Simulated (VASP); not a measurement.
# Adsorption sites of H on Cu(100), part 4 of 6

Where does H sit on Cu(100), and how strongly does it bind?

VASP 6.6.1, plane waves and PAW; the level of theory is named at each step.

So far. Step 6 (Relaxing the atoms): The run ended after 3 ionic steps, 0.001 eV below its first step, once the forces on the free atoms met EDIFFG = -0.03. Step 6 (Relaxing the atoms): Energy at zero smearing: -6.95649 eV.

### Step 7. Relaxing the adsorbate, site ontop

This step: RPBE; plane waves and PAW (Cu, H) (VASP 6.6.1).

System of this step: Cu16H (Cu(100)). The cell holds 17 atoms: 16 Cu and 1 H. Cell: a = 5.193 Å, b = 5.193 Å, c = 20.508 Å, α = 90.0°, β = 90.0°, γ = 90.0°. It derives from Cu. H over the ontop site of Cu(100). Vacuum lies along c.

The adsorbate starts over a high-symmetry site, and it relaxes with the upper layers within that symmetry.

Input file INCAR:

```
SYSTEM = Cu16H
PREC = Normal
ENCUT = 330
EDIFF = 1E-05
NELM = 120
ISMEAR = 1
SIGMA = 0.15
LREAL = Auto
ALGO = Fast
GGA = RP
NBANDS = 109
LASPH = .TRUE.
LORBIT = 11
LWAVE = .FALSE.
LCHARG = .FALSE.
KPAR = 2
NCORE = 2
IBRION = 2
NSW = 50
ISIF = 2
EDIFFG = -0.03
POTIM = 0.4
MAXMIX = 40
IDIPOL = 3
LDIPOL = .TRUE.
DIPOL = 0.5 0.5 0.512
```

Input file POSCAR:

```
Cu16H
1.0
    5.1926374917      0.0000000000      0.0000000000
    0.0000000000      5.1926374917      0.0000000000
    0.0000000000      0.0000000000     20.5076237739
Cu H
16 1
Selective dynamics
Direct
    0.2500000000      0.2500000000      0.3657176500  F F F
    0.7500000000      0.2500000000      0.3657176500  F F F
    0.2500000000      0.7500000000      0.3657176500  F F F
    0.7500000000      0.7500000000      0.3657176500  F F F
    0.0000000000      0.0000000000      0.4552392200  F F F
    0.5000000000      0.0000000000      0.4552392200  F F F
    0.0000000000      0.5000000000      0.4552392200  F F F
    0.5000000000      0.5000000000      0.4552392200  F F F
    0.2500000000      0.2500000000      0.5460485000  T T T
    0.7500000000      0.2500000000      0.5460485000  T T T
    0.2500000000      0.7500000000      0.5460485000  T T T
    0.7500000000      0.7500000000      0.5460485000  T T T
    0.0000000000      0.0000000000      0.6333476700  T T T
    0.5000000000      0.0000000000      0.6333476700  T T T
    0.0000000000      0.5000000000      0.6333476700  T T T
    0.5000000000      0.5000000000      0.6333476700  T T T
    0.0000000000      0.0000000000      0.7089293200  T T T
```

Input file KPOINTS:

```
Automatic mesh
0
Gamma
5 5 1
0 0 0
```

Potentials, in the order of the species: Cu and H (PBE family, release 64).

Launch:

```
> mpirun -np 4 vasp_std
```

The program printed:

```text
[banner, memory and clock lines left out]
running    4 mpi-ranks, on    1 nodes
 distrk:  each k-point on    2 cores,    2 groups
 distr:  one band on    2 cores,    1 groups

 POSCAR found type information on POSCAR CuH
 POSCAR found :  2 types and      17 ions
 [... a notice as in an earlier step ...]

 LDA part: xc-table for (Slater+PW92), standard interpolation
 POSCAR, INCAR and KPOINTS ok, starting setup
 FFT: planning ... GRIDC
 FFT: planning ... GRID_SOFT
 FFT: planning ... GRID
 WAVECAR not read
 entering main loop
       N       E                     dE             d eps       ncg     rms          rms(c)
DAV:   1     0.143379792072E+04    0.14338E+04   -0.57508E+04  1308   0.144E+03
DAV:   2     0.924283300791E+02   -0.13414E+04   -0.12937E+04  1308   0.370E+02
DAV:   3    -0.552606355565E+02   -0.14769E+03   -0.13475E+03  1370   0.174E+02
DAV:   4    -0.622140682341E+02   -0.69534E+01   -0.68281E+01  1443   0.502E+01
DAV:   5    -0.624025650256E+02   -0.18850E+00   -0.18772E+00  1504   0.637E+00    0.275E+01
RMM:   6    -0.564087923450E+02    0.59938E+01   -0.13332E+02  1313   0.892E+01    0.160E+01
RMM:   7    -0.509993557033E+02    0.54094E+01   -0.28362E+01  1310   0.451E+01    0.290E+00
RMM:   8    -0.513548833405E+02   -0.35553E+00   -0.18708E+00  1333   0.706E+00    0.398E+00
RMM:   9    -0.509281208771E+02    0.42676E+00   -0.76596E-01  1320   0.521E+00    0.118E+00
RMM:  10    -0.509275374496E+02    0.58343E-03   -0.29298E-01  1386   0.275E+00    0.601E-01
RMM:  11    -0.509238621156E+02    0.36753E-02   -0.70989E-02  1392   0.137E+00    0.417E-01
RMM:  12    -0.509194544362E+02    0.44077E-02   -0.25720E-02  1326   0.100E+00    0.276E-01
RMM:  13    -0.509182211070E+02    0.12333E-02   -0.11474E-02  1344   0.583E-01    0.164E-01
RMM:  14    -0.509171519709E+02    0.10691E-02   -0.60503E-03  1324   0.468E-01    0.117E-01
RMM:  15    -0.509169758916E+02    0.17608E-03   -0.27720E-03  1502   0.227E-01    0.664E-02
RMM:  16    -0.509170003451E+02   -0.24453E-04   -0.90990E-04  1339   0.145E-01    0.309E-02
RMM:  17    -0.509172400331E+02   -0.23969E-03   -0.30215E-04  1370   0.776E-02    0.292E-02
RMM:  18    -0.509174513559E+02   -0.21132E-03   -0.10389E-04  1201   0.458E-02    0.242E-02
RMM:  19    -0.509176923695E+02   -0.24101E-03   -0.75603E-05  1097   0.437E-02    0.159E-02
RMM:  20    -0.509177789226E+02   -0.86553E-04   -0.53446E-05   992   0.337E-02    0.987E-03
RMM:  21    -0.509177940774E+02   -0.15155E-04   -0.11611E-05   765   0.200E-02    0.536E-03
RMM:  22    -0.509178389920E+02   -0.44915E-04   -0.81679E-06   771   0.138E-02    0.549E-03
RMM:  23    -0.509178701124E+02   -0.31120E-04   -0.50449E-06   768   0.135E-02    0.269E-03
RMM:  24    -0.509179023790E+02   -0.32267E-04   -0.34864E-06   764   0.954E-03    0.376E-03
RMM:  25    -0.509179336678E+02   -0.31289E-04   -0.41608E-06   759   0.147E-02    0.337E-03
RMM:  26    -0.509179461552E+02   -0.12487E-04   -0.99383E-07   740   0.601E-03    0.157E-03
RMM:  27    -0.509179519080E+02   -0.57529E-05   -0.32635E-07   591   0.295E-03
   1 F= -.50917952E+02 E0= -.50917595E+02  d E =-.509180E+02
 curvature:   0.00 expect dE= 0.000E+00 dE for cont linesearch  0.000E+00
 trial: gam= 0.00000 g(F)=  0.111E-01 g(S)=  0.000E+00 ort = 0.000E+00 (trialstep = 0.100E+01)
 search vector abs. value=  0.111E-01
 bond charge predicted
       N       E                     dE             d eps       ncg     rms          rms(c)
DAV:   1    -0.509221754479E+02   -0.42293E-02   -0.20259E+00  1392   0.437E+00    0.137E-01
RMM:   2    -0.509238084610E+02   -0.16330E-02   -0.23966E-02  1309   0.108E+00    0.123E-01
RMM:   3    -0.509251039635E+02   -0.12955E-02   -0.11857E-02  1636   0.517E-01    0.714E-02
RMM:   4    -0.509252685193E+02   -0.16456E-03   -0.16608E-03  1478   0.147E-01    0.823E-02
RMM:   5    -0.509253037182E+02   -0.35199E-04   -0.16579E-04  1362   0.651E-02    0.799E-02
RMM:   6    -0.509252804161E+02    0.23302E-04   -0.30361E-04  1310   0.116E-01    0.784E-02
RMM:   7    -0.509252864805E+02   -0.60644E-05   -0.10177E-04  1268   0.323E-02    0.764E-02
RMM:   8    -0.509252809213E+02    0.55592E-05   -0.22214E-05   841   0.227E-02
   2 F= -.50925281E+02 E0= -.50924836E+02  d E =-.732901E-02
[... from here on, the cycles between the ionic steps are left out ...]
   3 F= -.50925945E+02 E0= -.50925468E+02  d E =-.799313E-02
   4 F= -.50927608E+02 E0= -.50927096E+02  d E =-.166300E-02
   5 F= -.50930127E+02 E0= -.50929573E+02  d E =-.418148E-02
   6 F= -.50921103E+02 E0= -.50920606E+02  d E =0.484160E-02
   7 F= -.50928808E+02 E0= -.50928266E+02  d E =-.286252E-02
   8 F= -.50929018E+02 E0= -.50928467E+02  d E =-.307291E-02
   9 F= -.50929084E+02 E0= -.50928536E+02  d E =-.313911E-02
  10 F= -.50929605E+02 E0= -.50929032E+02  d E =-.520425E-03
  11 F= -.50929680E+02 E0= -.50929103E+02  d E =-.595786E-03
  12 F= -.50929662E+02 E0= -.50929089E+02  d E =-.577567E-03
  13 F= -.50929678E+02 E0= -.50929102E+02  d E =-.593872E-03
 curvature:  -0.04 expect dE=-0.989E-05 dE for cont linesearch -0.412E-07
 trial: gam= 0.23178 g(F)=  0.265E-03 g(S)=  0.000E+00 ort = 0.291E-04 (trialstep = 0.191E+01)
 search vector abs. value=  0.320E-03
 bond charge predicted
       N       E                     dE             d eps       ncg     rms          rms(c)
DAV:   1    -0.509296783843E+02   -0.28990E-05   -0.24158E-01  1375   0.155E+00    0.337E-02
RMM:   2    -0.509299143433E+02   -0.23596E-03   -0.26424E-03  1309   0.375E-01    0.398E-02
RMM:   3    -0.509300293367E+02   -0.11499E-03   -0.11522E-03  1534   0.156E-01    0.145E-02
RMM:   4    -0.509300376564E+02   -0.83197E-05   -0.20006E-04  1416   0.679E-02    0.181E-02
RMM:   5    -0.509300469157E+02   -0.92593E-05   -0.26987E-05   837   0.268E-02
  14 F= -.50930047E+02 E0= -.50929482E+02  d E =-.368900E-03
 trial-energy change:   -0.000369  1 .order   -0.000286   -0.000518   -0.000053
 step:   2.0113(harm=  2.1260)  dis= 0.00237  next Energy=   -50.930048 (dE=-0.370E-03)
 reached required accuracy - stopping structural energy minimisation
```

Run time: 2.5 min. Hardware: 4 MPI ranks of AMD EPYC 9R45, shared host; peak memory 0.79 GiB.

Parts of OUTCAR (step 7):

```text
   NELECT =     177.0000    total number of electrons

 dipolmoment           0.000000      0.000000      0.092844 electrons x Angstroem

 E-fermi :  -0.2607

 k-point     1 :       0.0000    0.0000    0.0000
  band No.  band energies     occupation
    ...
     88      -0.5893      2.00823
     89      -0.2959      1.38581
     90      -0.2907      1.33084
     91      -0.2888      1.31123
     92      -0.2888      1.31123
     93       0.2103     -0.00008
     94       1.6676     -0.00000
     95       2.1890     -0.00000
     96       2.1890     -0.00000
     97       2.8715      0.00000
    ...

  Total       -3.8528050     -3.8528050     -1.2495546      0.0000000      0.0000000      0.0000000
  in kB      -11.1633942    -11.1633942     -3.6205494      0.0000000      0.0000000      0.0000000
  external PRESSURE =      -8.6491126 kB  Pullay stress =       0.0000000 kB

 POSITION                                       TOTAL-FORCE (eV/Angst)
 -----------------------------------------------------------------------------------
      1.29816      1.29816      7.50000         0.029542      0.029542      0.184328
      3.89448      1.29816      7.50000        -0.029542      0.029542      0.184328
      1.29816      3.89448      7.50000         0.029542     -0.029542      0.184328
      3.89448      3.89448      7.50000        -0.029542     -0.029542      0.184328
      0.00000      0.00000      9.33587        -0.000000     -0.000000     -0.157694
      2.59632      0.00000      9.33587        -0.000000     -0.000000     -0.176857
      0.00000      2.59632      9.33587        -0.000000     -0.000000     -0.176857
      2.59632      2.59632      9.33587        -0.000000     -0.000000     -0.257780
      1.29644      1.29644     11.18613        -0.000984     -0.000984      0.003781
      3.89619      1.29644     11.18613         0.000984     -0.000984      0.003781
      1.29644      3.89619     11.18613        -0.000984      0.000984      0.003781
      3.89619      3.89619     11.18613         0.000984      0.000984      0.003781
      0.00000      0.00000     13.01649        -0.000000     -0.000000      0.025495
      2.59632      0.00000     13.01066        -0.000000     -0.000000     -0.006986
      0.00000      2.59632     13.01066        -0.000000     -0.000000     -0.006986
      2.59632      2.59632     12.94691        -0.000000     -0.000000      0.002747
      0.00000      0.00000     14.54239        -0.000000     -0.000000      0.002483
 -----------------------------------------------------------------------------------
    total drift:                                0.000000      0.000000      0.027067

  FREE ENERGIE OF THE ION-ELECTRON SYSTEM (eV)
  ---------------------------------------------------
  free  energy   TOTEN  =       -50.9300469157 eV

  energy  without entropy=      -50.9283526509  energy(sigma->0) =      -50.92948216

 vacuum level on the upper side and lower side of the slab         4.434         3.824

[... 9 parts as in an earlier step ...]

[... 9 further parts left out ...]
```

The steps of the relaxation:

| step | energy less that of the first step (eV) | largest force (eV/Å) |
| --- | --- | --- |
| 1 | 0.0000 | 0.3905 |
| 2 | -0.0073 | 0.1155 |
| 3 | -0.0080 | 0.1085 |
| 4 | -0.0097 | 0.0963 |
| 5 | -0.0122 | 0.0860 |
| 6 | -0.0032 | 0.1953 |
| 7 | -0.0109 | 0.0644 |
| 8 | -0.0111 | 0.0542 |
| 9 | -0.0111 | 0.0605 |
| 10 | -0.0117 | 0.0366 |
| 11 | -0.0117 | 0.0318 |
| 12 | -0.0117 | 0.0390 |
| 13 | -0.0117 | 0.0335 |
| 14 | -0.0121 | 0.0255 |

The atoms that moved most (Å):

```csv
atom,dx,dy,dz,length
Cu16,0.000,0.000,-0.042,0.042
Cu13,0.000,0.000,0.028,0.028
Cu14,0.000,0.000,0.022,0.022
Cu15,0.000,0.000,0.022,0.022
Cu9,-0.002,-0.002,-0.012,0.012
Cu10,0.002,-0.002,-0.012,0.012
Cu11,-0.002,0.002,-0.012,0.012
Cu12,0.002,0.002,-0.012,0.012
```

Final coordinates:

```cif
data_structure
_symmetry_space_group_name_H-M 'P 1'
_symmetry_Int_Tables_number 1
_cell_length_a 5.1926
_cell_length_b 5.1926
_cell_length_c 20.5076
_cell_angle_alpha 90.000
_cell_angle_beta 90.000
_cell_angle_gamma 90.000
_cell_volume 552.96
loop_
_atom_site_label
_atom_site_type_symbol
_atom_site_fract_x
_atom_site_fract_y
_atom_site_fract_z
_atom_site_occupancy
Cu1 Cu 0.25000 0.25000 0.36572 1
Cu2 Cu 0.75000 0.25000 0.36572 1
Cu3 Cu 0.25000 0.75000 0.36572 1
Cu4 Cu 0.75000 0.75000 0.36572 1
Cu5 Cu 0.00000 0.00000 0.45524 1
Cu6 Cu 0.50000 0.00000 0.45524 1
Cu7 Cu 0.00000 0.50000 0.45524 1
Cu8 Cu 0.50000 0.50000 0.45524 1
Cu9 Cu 0.24967 0.24967 0.54546 1
Cu10 Cu 0.75033 0.24967 0.54546 1
Cu11 Cu 0.24967 0.75033 0.54546 1
Cu12 Cu 0.75033 0.75033 0.54546 1
Cu13 Cu 0.00000 0.00000 0.63471 1
Cu14 Cu 0.50000 0.00000 0.63443 1
Cu15 Cu 0.00000 0.50000 0.63443 1
Cu16 Cu 0.50000 0.50000 0.63132 1
H17 H 0.00000 0.00000 0.70912 1
```

Numbers from this step:

```
electronic cycles       : 113
electrons               : 177
free energy (TOTEN)     : -50.9300 eV
energy at zero smearing : -50.9295 eV
Fermi energy            : -0.2607 eV
dipole moment           : 0, 0, 0.09284 e·Å
```

The run ended after 14 ionic steps, 0.012 eV below its first step, once the forces on the free atoms met EDIFFG = -0.03.

VASP counts the dipole in electrons times Å, so a positive number points the physical dipole along −c.

[end of part 4 of 6]

[Lines on the potential files, build, host, timing and source positions are cut from VASP's logs without a mark.]

[Logs are printed without paths, hosts, clocks, repeated set-up lines and the standing remarks that a program may print on its own settings, such as how far it seeks lower states.]

[Hosts, paths, dates, database ids (printed as entryN), source tags and the programs' standing remarks are cut or masked in the printed files.]

[Runs that stopped without an error message from VASP are left out.]
